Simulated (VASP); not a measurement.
An input for Quantum ESPRESSO's pw.x (written as the equivalent of a VASP run, and not itself run):

```
&CONTROL
  calculation = 'scf'
  pseudo_dir = './pseudo'
  outdir = './out'
  tprnfor = .true.
  tstress = .true.
/
&SYSTEM
  ibrav = 0
  nat = 8
  ntyp = 2
  ecutwfc = 78
  occupations = 'tetrahedra'
  input_dft = 'pbesol'
/
&ELECTRONS
  conv_thr = 7.3e-09
  electron_maxstep = 100
/
ATOMIC_SPECIES
  Si 28.085 Si.upf
  Ge 72.630 Ge.upf
CELL_PARAMETERS angstrom
    -0.0009639    5.4887917    5.4842802
     5.4887917   -0.0009639    5.4842802
     2.7439139    2.7439139    0.0000000
ATOMIC_POSITIONS crystal
  Si   0.0000422  0.0000422  0.9999156
  Si   0.1249578  0.1249578  0.2500844
  Si   0.0040937  0.4984950  0.9974113
  Si   0.1209063  0.6265050  0.2525887
  Si   0.4984950  0.0040937  0.9974113
  Si   0.6265050  0.1209063  0.2525887
  Ge   0.4969915  0.4969915  0.0060171
  Ge   0.6280085  0.6280085  0.2439829
K_POINTS automatic
  4 4 8 0 0 0
```

**Question.** Write the VASP files for the same calculation (PBEsol).

**Answer.** This is not unique; one that fits is 
KPOINTS:
```
Automatic mesh
0
gamma
  4 4 8
```

INCAR:
```
! general
SYSTEM  = Ge2Si6
PREC    = Accurate
ENCUT   = 400
LREAL   = .False.   ! projection in real space or not
LASPH   = .True.

! electronic loop
EDIFF   = 1E-7
NELM    = 100   ! most electronic steps
ALGO    = Normal   ! blocked Davidson
LMAXMIX = 4

! smearing
ISMEAR  = -5   ! tetrahedra, Bloechl

! functional
GGA     = PS   ! PBEsol

! ions
ISIF    = 2

! output
LWAVE   = .False.
LCHARG  = .True.
LORBIT  = 11
NEDOS   = 601   ! DOS grid

! other
LEFG    = .True.
```

### POSCAR
```
Ge2Si6
5.4887920
 -0.0001756066   0.9999999458   0.9991779898
  0.9999999458  -0.0001756066   0.9991779898
  0.4999121696   0.4999121696   0.0000000000
Si Ge
6 2
Cartesian
  0.4999121696   0.4999121696   0.0000843476
  0.2499560848   0.2499560848   0.2497101498
  0.9971123119   0.5026241968   0.5021755823
  0.7527558883   0.2470684510   0.7467969049
  0.5026241968   0.9971123119   0.5021755823
  0.2470684510   0.7527558883   0.7467969049
  0.4999121695   0.4999121695   0.9931658539
  0.7498682545   0.7498682545   1.2549846231
```

POTCAR, in this order: Si Ge_d (PBE.64 set). Program: vasp_std.

What does not carry over: the potentials are each code's own (VASP's PAW set, PseudoDojo norm-conserving files in pw.x), so ENCUT and ecutwfc are chosen apart and not converted; conv_thr bounds pw.x's estimated SCF error, while EDIFF bounds the energy change between steps; the field gradients of LEFG aren't asked of the other code.

The structure was generated: Ge2Si6 was put into an ordered model structure (Cmcm), which need not be its known phase. It was relaxed first.
